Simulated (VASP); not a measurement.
Input of a VASP 6.6.1 run:

File INCAR:

```
SYSTEM = NaW
  ALGO = Normal
  EDIFF = 1E-7
  ENCUT = 520
  GGA = PS
  ISIF = 2
  ISMEAR = -1
  LASPH = .TRUE.
  LCHARG = .FALSE.
  LREAL = .FALSE.
  LWAVE = .FALSE.
  NBANDS = 18
  NELM = 100
  PREC = Accurate
  SIGMA = 0.1
```

Contents of KPOINTS:

```
k-points
0
G
  10 10 10
  0 0 0
```

Contents of POSCAR:

```
NaW
1.0
    3.1011177299      0.0000000000      0.0000000000
    0.0000000000      3.1011177299      0.0000000000
    0.0000000000      0.0000000000      3.1011177299
W Na
1 1
Direct
    0.5000000000      0.5000000000      0.5000000000
    0.0000000000      0.0000000000      0.0000000000
```

Potentials or basis: VASP PAW PBE potentials, release 64 (W_sv, Na_pv).

The run is started by

```sh
$ cat potpaw_PBE.64/W_sv/POTCAR potpaw_PBE.64/Na_pv/POTCAR > POTCAR
$ mpirun -np 1 vasp_std > vasp.out
```

Question: Predict the pressure.

Answer: 20.5 GPa.

Question: Estimate the band gap on the k mesh.

Answer: None (metal or under the smearing width).

Caveat: so large a pressure means that the cell lies far from this level's equilibrium, or that cutoff or potentials fall short; the potentials were made for another functional, which shifts forces and pressure. The run has no spin-orbit coupling, so splittings on W are missing.
